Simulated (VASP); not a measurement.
Here is the system:

```xyz
1
Lattice="0.0000 1.9361 1.9361 1.9361 0.0000 1.9361 1.9361 1.9361 0.0000" Properties=species:S:1:pos:R:3 pbc="T T T"
Ir     0.0000     0.0000     0.0000
```

These are PBE GGA, VASP's PBE PAW potentials (set 64) (plane waves; VASP) values and carry that method's errors. Run with 530 eV cut-off, 15×15×15 Γ-centred mesh, first-order Methfessel-Paxton smearing of 0.10 eV, potentials Ir.

Finite-difference elastic constants of metals are sensitive to mesh and smearing; shear constants can be off by tens of GPa.

**Question.** Give the elastic stiffness tensor with the ions relaxed (GPa, in the frame of the cell).

**Answer.** 
```tsv
	xx	yy	zz	yz	xz	xy
xx	595	229	229	0.0	0.0	0.0
yy	229	595	229	0.0	0.0	0.0
zz	229	229	595	0.0	0.0	0.0
yz	0.0	0.0	0.0	246	0.0	0.0
xz	0.0	0.0	0.0	0.0	246	0.0
xy	0.0	0.0	0.0	0.0	0.0	246
```

**Question.** What does the run give for the Hill bulk modulus, Hill shear modulus, Young's modulus, Poisson's ratio?

**Answer.** 
The Hill bulk modulus is 3510 kbar and the Hill shear modulus is 219 GPa. The Young's modulus is 543 GPa and the Poisson's ratio is 0.242.

Measured: C11 590 GPa (computed value off by +0.8 %), C12 249 GPa (computed value off by -8.1 %), C44 262 GPa (computed value off by -5.9 %), as given by Michael J. Mehl et al., Physical review. B, Condensed matter (1996), arXiv:mtrl-th/9602003. The calculation is for a static lattice, while the measured C11, C12, C44 hold thermal and zero-point effects, which are part of the difference.

The compound is Ir in the fcc structure. It was relaxed first.
